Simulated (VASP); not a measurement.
CuZn (CsCl type) relaxed at rising pressure, in one space group throughout; other phases were not tried. The pressures are those reached. Level of theory: LDA (Ceperley-Alder, Perdew-Zunger), VASP's LDA PAW potentials (set 64) (plane waves; VASP).

```csv
P (GPa),V (Å³/atom),k-mesh
0.12,11.884,13×13×13
5.05,11.530,13×13×13
10.00,11.229,13×13×13
19.75,10.742,13×13×13
29.70,10.349,13×13×13
```

Task: Fit an equation of state and predict the volume at 44.83 GPa.

Result: Least squares on the third-order Birch-Murnaghan form, P = (3B0/2)(y⁷ − y⁵)[1 + (3/4)(B′ − 4)(y² − 1)] with y = (V0/V)^(1/3), gives V0 = 11.894 Å³/atom, B0 = 150 GPa and B′ = 5.1, and so 9.872 Å³/atom. The run gave 9.873 Å³/atom, +0.0 % from the fit.

Pressures at which the relaxation failed are left out.

The compound is CuZn in the CsCl type structure. The electron count is odd and the run is not spin-polarised, which forces a metal.
